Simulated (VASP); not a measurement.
OSZICAR of a VASP run on SiAg (relaxed from the WC structure, space group Amm2):

OSZICAR:
```
       N       E                     dE             d eps       ncg     rms          rms(c)
DAV:   1     0.551685496952E+02    0.55169E+02   -0.64636E+03  4998   0.109E+03
DAV:   2    -0.794313909420E+01   -0.63112E+02   -0.59247E+02  5128   0.215E+02
DAV:   3    -0.926791512688E+01   -0.13248E+01   -0.13103E+01  5626   0.324E+01
DAV:   4    -0.927782830977E+01   -0.99132E-02   -0.99080E-02  5326   0.310E+00
DAV:   5    -0.927795284851E+01   -0.12454E-03   -0.12453E-03  5694   0.348E-01    0.875E+00
DAV:   6    -0.844431032317E+01    0.83364E+00   -0.58386E+00  5050   0.322E+01    0.655E+00
DAV:   7    -0.838801004577E+01    0.56300E-01   -0.32591E-01  4936   0.800E+00    0.322E+00
DAV:   8    -0.837215379483E+01    0.15856E-01   -0.27322E-02  5149   0.150E+00    0.420E-01
DAV:   9    -0.837037038980E+01    0.17834E-02   -0.55625E-03  5392   0.106E+00    0.162E-01
DAV:  10    -0.837034332914E+01    0.27061E-04   -0.48547E-04  5182   0.188E-01    0.461E-02
DAV:  11    -0.837034096313E+01    0.23660E-05   -0.17881E-05  5491   0.445E-02    0.103E-02
DAV:  12    -0.837034066011E+01    0.30301E-06   -0.14384E-06  5259   0.986E-03    0.557E-03
DAV:  13    -0.837034016628E+01    0.49383E-06   -0.10389E-06  5301   0.122E-02    0.153E-03
DAV:  14    -0.837034010376E+01    0.62519E-07   -0.79050E-08  2717   0.244E-03
   1 F= -.83703401E+01 E0= -.83705200E+01  d E =0.539654E-03
```

Problem. Which electronic solver shows in the log?

Solution. It is blocked Davidson (ALGO = Normal, or the opening steps of other solvers). The INCAR had ALGO = Normal.

Problem. Can the final energy be trusted as converged?

Solution. The calculation finished and met its thresholds. It stopped with EDIFF = 1E-7, NELM = 100 (PBEsol GGA, plane waves, VASP's PBE PAW potentials (set 64)).

The structure was generated: SiAg was put into the WC type (P-6m2), which need not be its known phase. This cell was strained or had an atom moved on purpose. The electron count is odd and the run is not spin-polarised, which forces a metal.
